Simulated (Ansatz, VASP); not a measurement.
# CoO: VASP beside Ansatz, part 2 of 3

One calculation is typed for both programs; each brings its own data sets. How far apart do they land? The cell is taken from a series of runs on this material, whose earlier steps may have relaxed, scaled, displaced or heated it; both programs get it as it stands.

VASP 6.6.1 and Ansatz 0.2.0.

So far: The structure; Ansatz: single point, PBE, DFT+U, pair 1.

## Step 3: VASP: single point, PBE, DFT+U, pair 1

Level of this step: PBE, DFT+U (Co d 5.66 eV), spin-polarised from a ferromagnetic start; plane waves and PAW (Co, O) (VASP).

The same cell, functional, mesh and smearing now go to VASP, with its own data sets.

Lines of VASP's logs that name or quote its potential files are left out, and so is its time.

INCAR

```
SYSTEM = CoO
PREC = Accurate
ENCUT = 520
EDIFF = 1E-06
NELM = 200
ISMEAR = -1
SIGMA = 0.05
LREAL = .FALSE.
ALGO = Normal
GGA = PE
NBANDS = 36
ISPIN = 2
MAGMOM = 2.64 2.64 2.64 0.18 0.18 0.18
LDAU = .TRUE.
LDAUTYPE = 2
LDAUL = 2 -1
LDAUU = 5.66 0
LDAUJ = 0 0
LDAUPRINT = 1
LASPH = .TRUE.
LMAXMIX = 4
LORBIT = 11
LWAVE = .FALSE.
LCHARG = .FALSE.
ISIF = 2
GGA_COMPAT = .FALSE.
KPAR = 2
```

POSCAR

```
CoO
1.0
    0.0000000000      2.1315000000      2.1315000000
   -2.1315000000      0.0000000000     -2.1315000000
   -4.2630000000     -4.2630000000      4.2630000000
Co O
3 3
Direct
    1.0000000000      0.0000000000      1.0000000000
    0.3333333333      0.6666666667      0.6666666667
    0.6666666667      0.3333333333      0.3333333333
    0.6666666667      0.3333333333      0.8333333333
    1.0000000000      0.0000000000      0.5000000000
    0.3333333333      0.6666666667      0.1666666667
```

KPOINTS

```
Automatic mesh
0
Gamma
10 10 4
0 0 0
```

The projector-augmented-wave data sets are Co and O (PBE family, release 64).

The run is started by

```
$ mpirun -np 2 vasp_std
```

Numbers of over 12 decimals in the logs are rounded to 6 here.

The program printed:

```text
[banner, memory and clock lines left out]
running    2 mpi-ranks, on    1 nodes
 distrk:  each k-point on    1 cores,    2 groups
 distr:  one band on    1 cores,    1 groups

 POSCAR found type information on POSCAR CoO
 POSCAR found :  2 types and       6 ions
 LDA part: xc-table for (Slater+PW92), standard interpolation
 POSCAR, INCAR and KPOINTS ok, starting setup
 FFT: planning ... GRIDC
 FFT: planning ... GRID_SOFT
 FFT: planning ... GRID
 WAVECAR not read
 entering main loop
       N       E                     dE             d eps       ncg     rms          rms(c)
DAV:   1     0.441237134366E+03    0.44124E+03   -0.20367E+04  7240   0.154E+03
DAV:   2     0.246918561444E+02   -0.41655E+03   -0.37468E+03  7388   0.370E+02
DAV:   3    -0.329478070961E+02   -0.57640E+02   -0.55216E+02  8032   0.152E+02
DAV:   4    -0.347385422485E+02   -0.17907E+01   -0.17762E+01  8128   0.284E+01
DAV:   5    -0.347779559221E+02   -0.39414E-01   -0.39400E-01  9672   0.375E+00    0.278E+01
DAV:   6    -0.303369773694E+02    0.44410E+01   -0.52323E+01  9564   0.987E+01    0.325E+01
DAV:   7    -0.302562252777E+02    0.80752E-01   -0.77946E+00  8976   0.420E+01    0.159E+01
DAV:   8    -0.304797521565E+02   -0.22353E+00   -0.10997E+00  8280   0.812E+00    0.103E+01
DAV:   9    -0.307950959971E+02   -0.31534E+00   -0.87116E-01 10460   0.671E+00    0.307E+00
DAV:  10    -0.311750699444E+02   -0.37997E+00   -0.37055E-01  9552   0.667E+00    0.236E+00
DAV:  11    -0.311536221224E+02    0.21448E-01   -0.41530E-02  7812   0.154E+00    0.241E+00
DAV:  12    -0.311089882807E+02    0.44634E-01   -0.14282E-02 10096   0.210E+00    0.247E+00
DAV:  13    -0.313743929694E+02   -0.26540E+00   -0.98563E-02  9292   0.335E+00    0.201E+00
DAV:  14    -0.316259952759E+02   -0.25160E+00   -0.18012E-01  9708   0.399E+00    0.144E+00
[...]
DAV:  18    -0.317288928251E+02   -0.37027E-01   -0.11859E-01 10716   0.276E+00    0.493E-01
DAV:  19    -0.317311494906E+02   -0.22567E-02   -0.10241E-02  7964   0.757E-01    0.358E-01
DAV:  20    -0.317325297280E+02   -0.13802E-02   -0.82034E-03 10496   0.703E-01    0.292E-01
DAV:  21    -0.317331930303E+02   -0.66330E-03   -0.67613E-03  9796   0.613E-01    0.101E-01
DAV:  22    -0.317337629936E+02   -0.56996E-03   -0.41783E-04  8712   0.261E-01    0.458E-02
DAV:  23    -0.317338476740E+02   -0.84680E-04   -0.35168E-04  9656   0.159E-01    0.193E-02
DAV:  24    -0.317338525000E+02   -0.48260E-05   -0.55068E-05  9004   0.515E-02    0.678E-03
DAV:  25    -0.317338523550E+02    0.14504E-06   -0.20549E-06  6124   0.199E-02
   1 F= -.31733852E+02 E0= -.31715984E+02  d E =-.357377E-01  mag=     9.0000
```

From OUTCAR (step 3):

```text
ion  position               nearest neighbor table
   1  0.000  0.000  0.000-   4 2.13   6 2.13   4 2.13   6 2.13   4 2.13   6 2.13   2 3.01   3 3.01
                             3 3.01   2 3.01   2 3.01   3 3.01
   2  0.333  0.667  0.667-   4 2.13   4 2.13   5 2.13   4 2.13   5 2.13   5 2.13   1 3.01   1 3.01
                             1 3.01   3 3.01   3 3.01   3 3.01
   3  0.667  0.333  0.333-   6 2.13   6 2.13   6 2.13   5 2.13   5 2.13   5 2.13   1 3.01   1 3.01
                             1 3.01   2 3.01   2 3.01   2 3.01
   4  0.667  0.333  0.833-   2 2.13   2 2.13   2 2.13   1 2.13   1 2.13   1 2.13
   5  0.000  0.000  0.500-   2 2.13   3 2.13   3 2.13   2 2.13   3 2.13   2 2.13
   6  0.333  0.667  0.167-   3 2.13   3 2.13   3 2.13   1 2.13   1 2.13   1 2.13

  LATTYP: Found a hexagonal cell.
 ALAT       =     3.0143962082
 C/A-ratio  =     2.4494897428

 Subroutine GETGRP returns: Found 12 space group operations
 (whereof 12 operations were pure point group operations)

The static configuration has the point symmetry D_3d.

 Found     50 irreducible k-points:

   k-points           NKPTS =     50   k-points in BZ     NKDIM =     50   number of bands    NBANDS=     36

   dimension x,y,z NGX =    24 NGY =   24 NGZ =   56
   dimension x,y,z NGXF=    48 NGYF=   48 NGZF=  112

   ENCUT  =  520.0 eV  38.22 Ry    6.18 a.u.   5.60  5.60 13.73*2*pi/ulx,y,z

   NELECT =      45.0000    total number of electrons

 k-points in reciprocal lattice and weights: Automatic mesh
   0.00000000  0.00000000  0.00000000       0.003
   0.10000000  0.00000000  0.00000000       0.015
   0.20000000  0.00000000  0.00000000       0.015
   0.30000000  0.00000000  0.00000000       0.015
   0.40000000  0.00000000  0.00000000       0.015
   0.50000000  0.00000000  0.00000000       0.007
   0.10000000  0.10000000  0.00000000       0.015
   0.20000000  0.10000000  0.00000000       0.030
   0.30000000  0.10000000  0.00000000       0.030
[...]
0.40000000  0.20000000  0.50000000       0.015
   0.30000000  0.30000000  0.50000000       0.015

atom =   1  type =  1  l = 2

 onsite density matrix

spin component  1

  0.9757  0.0005 -0.0002  0.0005  0.0000
  0.0005  0.9757 -0.0001 -0.0005  0.0001
 -0.0002 -0.0001  1.0227 -0.0001  0.0000
  0.0005 -0.0005 -0.0001  0.9757 -0.0001
  0.0000  0.0001  0.0000 -0.0001  1.0227

spin component  2

  0.6422 -0.1642  0.1022 -0.1642 -0.0000
 -0.1642  0.6422  0.0511  0.1642 -0.0885
  0.1022  0.0511  0.1416  0.0511  0.0000
 -0.1642  0.1642  0.0511  0.6422  0.0885
 -0.0000 -0.0885  0.0000  0.0885  0.1416

 occupancies and eigenvectors

  o =  0.1002  v =  0.0000  0.0000  0.0000  0.0000  0.0000  0.2562  0.1424 -0.9473  0.1138  0.0610      0.0000  0.0000  0.0000  0.0000  0.0000  0.0000  0.0000  0.0000  0.0000  0.0000
  o =  0.1002  v =  0.0000  0.0000  0.0000  0.0000  0.0000 -0.0165  0.2137  0.0610 -0.2301  0.9473      0.0000  0.0000  0.0000  0.0000  0.0000  0.0000  0.0000  0.0000  0.0000  0.0000
[...]
o =  0.1002  v =  0.0000  0.0000  0.0000  0.0000  0.0000  0.2218 -0.0011 -0.8201  0.2229 -0.4781      0.0000  0.0000  0.0000  0.0000  0.0000  0.0000  0.0000  0.0000  0.0000  0.0000
  o =  0.5195  v =  0.0000  0.0000  0.0000  0.0000  0.0000 -0.6885 -0.6525 -0.2793 -0.0360  0.1444      0.0000  0.0000  0.0000  0.0000  0.0000  0.0000  0.0000  0.0000  0.0000  0.0000
  o =  0.5195  v =  0.0000  0.0000  0.0000  0.0000  0.0000 -0.3559  0.4183 -0.1444 -0.7742 -0.2793      0.0000  0.0000  0.0000  0.0000  0.0000  0.0000  0.0000  0.0000  0.0000  0.0000
  o =  0.9706  v =  0.0000  0.0000  0.0000  0.0000  0.0000  0.5774 -0.5774 -0.0000 -0.5774 -0.0000      0.0000  0.0000  0.0000  0.0000  0.0000  0.0000  0.0000  0.0000  0.0000  0.0000
  o =  0.9747  v = -0.5774  0.5774  0.0000  0.5774  0.0000  0.0000  0.0000  0.0000  0.0000  0.0000      0.0000  0.0000  0.0000  0.0000  0.0000  0.0000  0.0000  0.0000  0.0000  0.0000
  o =  0.9761  v =  0.0117 -0.7012  0.0001  0.7129  0.0042  0.0000  0.0000  0.0000  0.0000  0.0000      0.0000  0.0000  0.0000  0.0000  0.0000  0.0000  0.0000  0.0000  0.0000  0.0000
  o =  0.9761  v =  0.8164  0.4183  0.0042  0.3981 -0.0001  0.0000  0.0000  0.0000  0.0000  0.0000      0.0000  0.0000  0.0000  0.0000  0.0000  0.0000  0.0000  0.0000  0.0000  0.0000
  o =  1.0227  v = -0.0034 -0.0017  0.9997 -0.0018  0.0232  0.0000  0.0000  0.0000  0.0000  0.0000      0.0000  0.0000  0.0000  0.0000  0.0000  0.0000  0.0000  0.0000  0.0000  0.0000
  o =  1.0227  v =  0.0001  0.0030 -0.0232 -0.0029  0.9997  0.0000  0.0000  0.0000  0.0000  0.0000      0.0000  0.0000  0.0000  0.0000  0.0000  0.0000  0.0000  0.0000  0.0000  0.0000

 average (electrostatic) potential at core
       1 -81.3207       2 -81.3207       3 -81.3207       4 -67.7382       5 -67.7381
       6 -67.7382

 E-fermi :   7.6465

 spin component 1
 k-point     1 :       0.0000    0.0000    0.0000
  band No.  band energies     occupation
    ...
     23       5.0731      1.00000
     24       6.4483      1.00000
     25       6.4483      1.00000
     26       6.4483      1.00000
     27       6.4483      1.00000
     28       8.9516      0.00000
     29      12.5256      0.00000
     30      12.5256      0.00000
     31      17.9072      0.00000
     32      17.9072      0.00000
    ...

 k-point     2 :       0.1000    0.0000    0.0000
  band No.  band energies     occupation
    ...
     23       5.2934      1.00000
     24       5.7844      1.00000
     25       6.0322      1.00000
     26       6.3421      1.00000
     27       6.6639      1.00000
     28       9.6014      0.00000
     29      12.9572      0.00000
     30      12.9630      0.00000
     31      17.8836      0.00000
     32      17.9031      0.00000
    ...

 k-point     3 :       0.2000    0.0000    0.0000
  band No.  band energies     occupation
    ...
     23       5.3899      1.00000
     24       5.4518      1.00000
     25       5.6190      1.00000
     26       5.7513      1.00000
     27       6.6916      1.00000
     28      10.9261      0.00000
     29      13.8070      0.00000
     30      13.8848      0.00000
     31      17.8166      0.00000
     32      17.9633      0.00000
    ...

 k-point     4 :       0.3000    0.0000    0.0000
  band No.  band energies     occupation
    ...
     23       4.7831      1.00000
     24       4.8249      1.00000
     25       5.6609      1.00000
     26       6.1246      1.00000
     27       6.5790      1.00000
     28      12.2881      0.00000
     29      14.1698      0.00000
     30      14.6776      0.00000
     31      17.4995      0.00000
     32      17.7929      0.00000
    ...

 k-point     5 :       0.4000    0.0000    0.0000
  band No.  band energies     occupation
    ...
     23       4.1415      1.00000
     24       5.3214      1.00000
     25       5.9164      1.00000
     26       6.1917      1.00000
     27       6.3841      1.00000
     28      13.4108      0.00000
     29      13.8757      0.00000
     30      14.7806      0.00000
     31      16.8308      0.00000
     32      17.6021      0.00000
    ...

 k-point     6 :       0.5000    0.0000    0.0000
  band No.  band energies     occupation
    ...
     23       3.8224      1.00000
     24       5.8791      1.00000
     25       5.8791      1.00000
     26       6.1556      1.00000
     27       6.1556      1.00000
     28      13.6604      0.00000
     29      14.2374      0.00000
     30      14.2374      0.00000
     31      16.9717      0.00000
     32      16.9717      0.00000
    ...

  Total       -0.2804657     -0.2804657     -0.2804657     -0.1915210      0.1915210      0.1915210
  in kB       -7.7336249     -7.7336249     -7.7336249     -5.2810443      5.2810443      5.2810443
  external PRESSURE =      -7.7336249 kB  Pullay stress =       0.0000000 kB

  energy-cutoff  :      520.00
  volume of cell :       58.10
      direct lattice vectors                 reciprocal lattice vectors
     0.000000000  2.131500000  2.131500000    -0.156384393  0.312768786  0.156384393
    -2.131500000  0.000000000 -2.131500000    -0.312768786  0.156384393 -0.156384393
    -4.263000000 -4.263000000  4.263000000    -0.078192196 -0.078192196  0.078192196

 POSITION                                       TOTAL-FORCE (eV/Angst)
 -----------------------------------------------------------------------------------
      0.00000      0.00000      0.00000        -0.000000     -0.000000     -0.000000
     -4.26300     -2.13150      2.13150         0.000000      0.000000      0.000000
     -2.13150      0.00000      2.13150         0.000000     -0.000000     -0.000000
     -4.26300     -2.13150      4.26300         0.000000      0.000000      0.000000
     -2.13150     -2.13150      2.13150         0.000000      0.000000     -0.000000
     -2.13150     -0.00000     -0.00000         0.000000      0.000000      0.000000
 -----------------------------------------------------------------------------------
    total drift:                               -0.000000      0.000000     -0.000000

  FREE ENERGIE OF THE ION-ELECTRON SYSTEM (eV)
  ---------------------------------------------------
  free  energy   TOTEN  =       -31.7338523550 eV

  energy  without entropy=      -31.6981146986  energy(sigma->0) =      -31.71598353

 total charge
# of ion       s       p       d       tot
------------------------------------------
    1        0.299   0.365   7.157   7.820
    2        0.299   0.365   7.157   7.820
    3        0.299   0.365   7.157   7.820
    4        1.552   3.455   0.000   5.007
    5        1.552   3.455   0.000   5.007
    6        1.552   3.455   0.000   5.007
--------------------------------------------------
tot          5.553  11.459  21.470  38.482

 magnetization (x)
# of ion       s       p       d       tot
------------------------------------------
    1        0.020   0.017   2.759   2.796
    2        0.020   0.017   2.759   2.796
    3        0.020   0.017   2.759   2.796
    4        0.018   0.191   0.000   0.210
    5        0.018   0.191   0.000   0.210
    6        0.018   0.191   0.000   0.210
--------------------------------------------------
tot          0.116   0.625   8.276   9.016

[... 6 further parts left out ...]
```

The run ends at a pressure of -0.77 GPa.

## Step 4: Differences

Known differences besides the potentials themselves: VASP starts from the moments at which Ansatz ended; U acts on the PAW sphere in VASP and on atomic orbitals in Ansatz, so only states and trends compare; the data sets hold 69 valence electrons in Ansatz (on its default PAW (the set named soft_2) files) and 45 in VASP; the cutoff is 420 eV in Ansatz and 520 eV in VASP; site moments are counted in spheres of each program's own size. Total energies have different zeros and are not compared.

Compared:

| quantity | Ansatz | VASP | difference |
| --- | --- | --- | --- |
| total moment (μB) | 9.00 | 9.00 | 0.00 |
| moment on Co1 (μB) | 2.64 | 2.80 | -0.15 |
| moment on Co2 (μB) | 2.64 | 2.80 | -0.15 |
| moment on Co3 (μB) | 2.64 | 2.80 | -0.15 |
| moment on O4 (μB) | 0.18 | 0.21 | -0.03 |
| moment on O5 (μB) | 0.18 | 0.21 | -0.03 |
| moment on O6 (μB) | 0.18 | 0.21 | -0.03 |

## Step 5: Ansatz: single point, PBE, DFT+U, pair 2

With cell and atoms fixed, the geometry can't cause a difference; cores, projectors, grids and the points listed under the comparison can.

The cell is taken from a series of runs on this material, whose earlier steps may have relaxed, scaled, displaced or heated it; both programs get it as it stands.

input.yaml

```yaml
crystal:
  lattice:
    - [0.0, 2.1315, 2.1315]
    - [-2.1315, 0.0, -2.1315]
    - [-4.263, -4.263, 4.263]
  atoms:
    - { symbol: Co, position: [0.0, 0.0, 0.0], spin: 3.0 }
    - { symbol: Co, position: [0.333333333, 0.666666667, 0.666666667], spin: 3.0 }
    - { symbol: Co, position: [0.666666667, 0.333333333, 0.333333333], spin: -3.0 }
    - { symbol: O, position: [0.666666667, 0.333333333, 0.833333333] }
    - { symbol: O, position: [0.0, 0.0, 0.5] }
    - { symbol: O, position: [0.333333333, 0.666666667, 0.166666667] }
magnetization:
  spin_polarized: true
kpoints:
  mp_grid: { grid: [10, 10, 4] }
hamiltonian:
  xc: pbe
  hubbard:
    sites:
      - { species: Co, l: d, u_eff: 5.66 }
      - { site: 0, l: d, u_eff: 5.66, starting_ns: [{ spin: up, occupation_matrix: co1_major }, { spin: down, occupation_matrix: co1_minor }] }
      - { site: 1, l: d, u_eff: 5.66, starting_ns: [{ spin: up, occupation_matrix: co1_major }, { spin: down, occupation_matrix: co1_minor }] }
      - { site: 2, l: d, u_eff: 5.66, starting_ns: [{ spin: up, occupation_matrix: co1_minor }, { spin: down, occupation_matrix: co1_major }] }
    projectors: ortho-atomic
    occupation_matrices:
      co1_major:
        matrix:
          - [0.997, 0.0, 0.0, 0.0, 0.0]
          - [0.0, 0.999, 0.0, 0.0, 0.0]
          - [0.0, 0.0, 0.999, 0.0, 0.0]
          - [0.0, 0.0, 0.0, 0.997, 0.0]
          - [0.0, 0.0, 0.0, 0.0, 0.999]
      co1_minor:
        matrix:
          - [0.154, 0.073, -0.073, 0.0, 0.146]
          - [0.073, 0.65, 0.306, 0.126, 0.306]
          - [-0.073, 0.306, 0.65, 0.126, -0.306]
          - [0.0, 0.126, 0.126, 0.154, 0.0]
          - [0.146, 0.306, -0.306, 0.0, 0.65]
scf:
  occupations: { method: fermi_dirac, width: 0.05 }
output:
  eigenvalues: true
```

The run is started by

```
$ ansatz run input.yaml --threads 4 --pin off --max-ram 8192MiB --backend cpu --events-out ev --progress --plain --runs-dir out
```

The program printed:

```text
[...]
Crystal: 6 atoms, lattice volume = 58.104 Å³
Basis set: ecut = 420 eV, 1081 PW (Γ)
Bands: 47, of which v1, the nominal top of the filled ones, is band 35 counted from 1 (34 counted from 0)
Symmetry: 2 space group operations
k-points: 204 of 400
[...]
Starting moments: Σ|m| = 9 μB on 3 of 6 sites
[...]
k-point 1 ↑: bands = [... 31 lower, 11.4180, 11.6556, 11.9485, 12.6932, 12.8119, 15.5643, 16.2654, 17.1030, ... 8 higher]
  k-point 2 ↑: bands = [... 31 lower, 11.5184, 11.9095, 11.9512, 12.5528, 12.7451, 16.2528, 16.5654, 16.8233, ... 8 higher]
  k-point 203 ↓: bands = [... 31 lower, 11.8398, 12.3016, 16.3476, 16.6108, 16.8775, 17.0076, 17.7238, 17.8078, ... 8 higher]
Occupation matrices written to <dir>
[key lines of the parts left out:]
SCF converged after 20 iterations
Magnetization: 3.0000 μB (36.0000 up, 33.0000 down)
Free energy (F): -17073.202372 eV
Fermi energy:    13.986280 eV
```

## Step 6: VASP: single point, PBE, DFT+U, pair 2

The same cell, functional, mesh and smearing now go to VASP, with its own data sets.

Changes to INCAR since step 3:

```diff
@@ -10,5 +10,5 @@
 GGA = PE
-NBANDS = 36
+NBANDS = 33
 ISPIN = 2
-MAGMOM = 2.64 2.64 2.64 0.18 0.18 0.18
+MAGMOM = 2.62 2.62 -2.6 0.16 0.01 0.01
 LDAU = .TRUE.
```

POSCAR is that of step 3.

KPOINTS is that of step 3.

The run is started by

```
$ mpirun -np 2 vasp_std
```

The program printed:

```text
[... set-up lines as in an earlier step ...]
 entering main loop
       N       E                     dE             d eps       ncg     rms          rms(c)
DAV:   1     0.435258523869E+03    0.43526E+03   -0.20583E+04  6656   0.168E+03
DAV:   2     0.249397020356E+02   -0.41032E+03   -0.37374E+03  6819   0.390E+02
DAV:   3    -0.326847460727E+02   -0.57624E+02   -0.55037E+02  7692   0.166E+02
DAV:   4    -0.346046756863E+02   -0.19199E+01   -0.19052E+01  7719   0.323E+01
[...]
DAV:  26    -0.315531830155E+02   -0.20146E-04   -0.11272E-04 11019   0.132E-01    0.835E-03
DAV:  27    -0.315531885189E+02   -0.55034E-05   -0.33391E-05 10472   0.539E-02    0.793E-03
DAV:  28    -0.315531893963E+02   -0.87742E-06   -0.32374E-06  6364   0.268E-02
   1 F= -.31553189E+02 E0= -.31517520E+02  d E =-.713380E-01  mag=     3.1088
```

OUTCAR, selected parts (step 6):

```text
  Total       -0.3484420     -0.3484420     -0.3484420      0.2666415     -0.2666415     -0.2666415
  in kB       -9.6080174     -9.6080174     -9.6080174      7.3524322     -7.3524322     -7.3524322
  external PRESSURE =      -9.6080174 kB  Pullay stress =       0.0000000 kB

 POSITION                                       TOTAL-FORCE (eV/Angst)
 -----------------------------------------------------------------------------------
      0.00000      0.00000      0.00000         0.168531      0.168531     -0.168531
     -4.26300     -2.13150      2.13150        -0.168531     -0.168531      0.168531
     -2.13150      0.00000      2.13150         0.000000      0.000000     -0.000000
     -4.26300     -2.13150      4.26300         0.000000     -0.000000     -0.000000
     -2.13150     -2.13150      2.13150        -0.110209     -0.110209      0.110209
     -2.13150     -0.00000     -0.00000         0.110209      0.110209     -0.110209
 -----------------------------------------------------------------------------------
    total drift:                                0.000000      0.000000     -0.000000

  FREE ENERGIE OF THE ION-ELECTRON SYSTEM (eV)
  ---------------------------------------------------
  free  energy   TOTEN  =       -31.5531893963 eV

  energy  without entropy=      -31.4818513950  energy(sigma->0) =      -31.51752040

 magnetization (x)
# of ion       s       p       d       tot
------------------------------------------
    1        0.014   0.010   2.760   2.784
    2        0.014   0.010   2.760   2.784
    3       -0.007  -0.004  -2.711  -2.721
    4        0.018   0.199   0.000   0.218
    5        0.000   0.020   0.000   0.020
    6        0.000   0.020   0.000   0.020
--------------------------------------------------
tot          0.039   0.256   2.810   3.105

[... 1 part as in an earlier step ...]

[... 2 further parts left out ...]
[key lines of the parts left out:]
E-fermi :   7.6227
```

The run ends at a pressure of -0.96 GPa, with forces up to 0.29 eV/Å.

(Continued in part 3 of 3.)

[Lines on the potential files, build, host, timing and source positions are cut from VASP's logs without a mark.]

[Logs are printed without paths, hosts, clocks, repeated set-up lines and the standing remarks that a program may print on its own settings, such as how far it seeks lower states.]

[Hosts, paths, dates, database ids (printed as entryN), source tags and the programs' standing remarks are cut or masked in the printed files.]
